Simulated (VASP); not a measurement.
These are LDA (Ceperley-Alder, Perdew-Zunger), VASP's LDA PAW potentials (set 64) (plane waves; VASP) values and carry that method's errors.

The input files of a VASP run:

### POSCAR
```
LaAl2BRu2
11.32260
  0.3718668857   0.0000000000   0.0000000000
  0.0000000000   0.3718668857   0.0000000000
  0.0000000000   0.0000000000   0.5000000000
La B Al Ru
1 1 2 2
Cartesian
  0.0000000000   0.0000000000   0.2500000000
  0.0000000000   0.0000000000   0.0000000000
  0.1859334428   0.1859334428   0.1268500000
  0.1859334428   0.1859334428   0.3731500000
  0.0000000000   0.1859334428   0.0000000000
  0.1859334428   0.0000000000   0.0000000000
```

KPOINTS:
```
Automatic mesh
0
Gamma
  5 5 3
0 0 0
```

INCAR:
```
LWAVE=F
ENCUT=400
SIGMA=0.1   ! width (eV)
NELM=100   ! most electronic steps
LMAXMIX=6   ! l cut-off of mixed one-centre charges
LASPH=T   ! aspherical one-centre terms
ISIF=2   ! forces and stress, cell fixed
ALGO=Normal   ! blocked Davidson
SYSTEM=LaAl2BRu2
LREAL=F   ! projection in real space or not
EDIFF=1E-6
PREC=Accurate
ISMEAR=-1   ! Fermi-Dirac
LCHARG=F
```

POTCAR, in this order: La B Al Ru_pv (LDA.64 set). Program: vasp_std.

What VASP printed:

**OSZICAR**
```
       N       E                     dE             d eps       ncg     rms          rms(c)
DAV:   1     0.410299067231E+03    0.41030E+03   -0.20758E+04   840   0.189E+03
DAV:   2     0.194264253347E+02   -0.39087E+03   -0.37607E+03   776   0.424E+02
DAV:   3    -0.414427386605E+02   -0.60869E+02   -0.58039E+02  1020   0.148E+02
DAV:   4    -0.485448909089E+02   -0.71022E+01   -0.66736E+01  1256   0.422E+01
DAV:   5    -0.492842484870E+02   -0.73936E+00   -0.67455E+00  1056   0.108E+01    0.229E+01
DAV:   6    -0.478078647352E+02    0.14764E+01   -0.35056E+01   888   0.345E+01    0.741E+00
DAV:   7    -0.465748893510E+02    0.12330E+01   -0.11203E+01  1096   0.238E+01    0.509E+00
DAV:   8    -0.465044634556E+02    0.70426E-01   -0.84973E-01  1048   0.648E+00    0.199E+00
DAV:   9    -0.464807425525E+02    0.23721E-01   -0.15606E-01   912   0.252E+00    0.578E-01
DAV:  10    -0.464787720633E+02    0.19705E-02   -0.18951E-02  1072   0.108E+00    0.157E-01
DAV:  11    -0.464786648604E+02    0.10720E-03   -0.22205E-03  1072   0.303E-01    0.654E-02
DAV:  12    -0.464786359924E+02    0.28868E-04   -0.26274E-04  1080   0.114E-01    0.270E-02
DAV:  13    -0.464786370333E+02   -0.10409E-05   -0.19431E-05   896   0.226E-02    0.706E-03
DAV:  14    -0.464786367269E+02    0.30638E-06   -0.39181E-06   760   0.138E-02
   1 F= -.46478637E+02 E0= -.46437191E+02  d E =-.828923E-01
```

**OUTCAR**
```
------------------------ aborting loop because EDIFF is reached ----------------------------------------
  FORCE on cell =-STRESS in cart. coord.  units (eV):
  Direction    XX          YY          ZZ          XY          YZ          ZX
  --------------------------------------------------------------------------------------
  Total       -3.9475401     -3.9475401     -2.9498780      0.0000000      0.0000000     -0.0000000
  in kB      -63.0164050    -63.0164050    -47.0902646      0.0000000      0.0000000     -0.0000000
  external PRESSURE =     -57.7076916 kB  Pullay stress =       0.0000000 kB
  volume of cell :      100.37
      direct lattice vectors                 reciprocal lattice vectors
     4.210500000  0.000000000  0.000000000     0.237501484  0.000000000  0.000000000
     0.000000000  4.210500000  0.000000000     0.000000000  0.237501484  0.000000000
     0.000000000  0.000000000  5.661300000     0.000000000  0.000000000  0.176637875
 POSITION                                       TOTAL-FORCE (eV/Angst)
 -----------------------------------------------------------------------------------
      0.00000      0.00000      2.83065         0.000000      0.000000      0.000000
      0.00000      0.00000      0.00000         0.000000      0.000000      0.000000
      2.10525      2.10525      1.43627        -0.000000      0.000000     -0.197097
      2.10525      2.10525      4.22503         0.000000     -0.000000      0.197097
      0.00000      2.10525      0.00000         0.000000      0.000000      0.000000
      2.10525      0.00000      0.00000         0.000000      0.000000      0.000000
 -----------------------------------------------------------------------------------
    total drift:                                0.000000     -0.000000     -0.000000
  FREE ENERGIE OF THE ION-ELECTRON SYSTEM (eV)
  ---------------------------------------------------
  free  energy   TOTEN  =       -46.4786367269 eV

  energy  without entropy=      -46.3957444679  energy(sigma->0) =      -46.43719060
```
(Selected blocks of OUTCAR.)

At this cut-off the stress carries a Pulay error, which pulls relaxed volumes low.

The structure comes from a measured LaAl2BRu2 entry of the Crystallography Open Database, whose conditions weren't checked. The cell was not relaxed at this level. The run is one of a series of settings (KPOINTS 5×5×3 Γ-centred mesh against the base run), some of them coarse on purpose.
